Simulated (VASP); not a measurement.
Given:

```
Pb2SSe
1.0
    2.10313     1.21424     6.86667
   -2.10313     1.21424     6.86667
    0.00000    -2.42848     6.86667
Pb Se S
2 1 1
Direct
  0.75318   0.75318   0.75318
  0.24682   0.24682   0.24682
  0.00000   0.00000   0.00000
  0.50000   0.50000   0.50000
```

Method: LDA (Ceperley-Alder, Perdew-Zunger), VASP's LDA PAW potentials (set 64) (plane waves; VASP). Settings: 400 eV cut-off, 10×10×10 Γ-centred mesh, tetrahedra with Blöchl corrections, potentials Pb_d Se S.

The cores are frozen, which limits the accuracy of field gradients.

Q: Give the principal components of the electric field gradient (V/Å²) and the asymmetry η at each nucleus.

A: 
```
atom   Vxx   Vyy   Vzz     η
----  ----  ----  ----  ----
Pb1    1.1   1.1  -2.2  0.00
Pb2    1.1   1.1  -2.2  0.00
Se3   -9.4  -9.4  18.8  0.00
S4     4.1   4.1  -8.2  0.00
```

The structure comes from a computed database's Pb2SeS entry (R-3m); how it stands against other phases isn't given here. It was relaxed first, which changed the volume by -6 %.
